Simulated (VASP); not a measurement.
Crystal: Ag.

```xyz
1
Lattice="0.0000 2.0427 2.0427 2.0427 0.0000 2.0427 2.0427 2.0427 0.0000" Properties=species:S:1:pos:R:3 pbc="T T T"
Ag    0.0000    0.0000    0.0000
```

Base run:

```yaml
Program: VASP 6.6.1
Functional: PBE
Potentials_or_basis: VASP PAW PBE potentials, release 64 (Ag)
Cutoff: 520 eV
k_mesh: 12 × 12 × 12
Occupations: gaussian, width 0.1 eV
Spin: no spin polarisation
```

Its results: band gap on the k mesh none (metal or under the smearing width); pressure 4.8 GPa.

Task: The run is repeated on the same cell with these changes: k mesh from 12 × 12 × 12 to 4 × 4 × 4. What comes out?

Result: Band gap on the k mesh none (metal or under the smearing width); pressure 5.6 GPa.

Caveats: some runs use coarse meshes.

Not every run made on this cell is shown here.
